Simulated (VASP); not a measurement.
Input for VASP

**KPOINTS**
```
K-points
0
gamma
8 8 8
0 0 0
```

POSCAR:
```
BeS
1
    0.0000000000     2.4350000000     2.4350000000
    2.4350000000     0.0000000000     2.4350000000
    2.4350000000     2.4350000000     0.0000000000
Be S
1 1
Direct
  0.0000000000   0.0000000000   0.0000000000
  0.2500000000   0.2500000000   0.2500000000
```

**INCAR**
```
! general
SYSTEM = BeS
PREC   = Accurate
ENCUT  = 520
LREAL  = .False.
LASPH  = .True.

! electronic loop
EDIFF  = 1E-6
NELM   = 100
ALGO   = Normal

! smearing
ISMEAR = 0
SIGMA  = 0.05

! functional
GGA    = PE
IVDW   = 13

! ions
IBRION = 2
NSW    = 60
ISIF   = 3
EDIFFG = -0.01

! output
LWAVE  = .False.
LCHARG = .False.
```

POTCAR, in this order: Be S (PBE.64 set). Program: vasp_std.

Problem. Translate this PBE-D4 calculation to Ansatz.

Solution. One equivalent input (not run):
Ansatz 0.2 input:
```yaml
crystal:
  lattice:
    - [0.0000000, 2.4350000, 2.4350000]
    - [2.4350000, 0.0000000, 2.4350000]
    - [2.4350000, 2.4350000, 0.0000000]
  atoms:
    - { symbol: Be, position: [0.0000000, 0.0000000, 0.0000000] }
    - { symbol: S, position: [0.2500000, 0.2500000, 0.2500000] }
kpoints:
  mp_grid: { grid: [8, 8, 8] }
hamiltonian:
  xc: pbe
  dispersion: d4
  pseudopotentials: { kind: paw }
scf:
  occupations: { method: gaussian, width: 0.05 }
  max_iter: 100
relax:
  max_steps: 60
  f_tol: 0.01
  cell: {}
output: { forces: true, stress: true, eigenvalues: true }
```
What does not carry over: each code has its own PAW files, so the cut-off isn't converted (ENCUT is set for VASP's; basis.ecutwfc is left out, and Ansatz then takes the one that its files recommend); Ansatz stops its SCF on the density residual and VASP on the energy change (EDIFF).

The compound is BeS in the zinc blende structure. This run relaxes it. Symmetry was kept, so distortions that lower it aren't found.
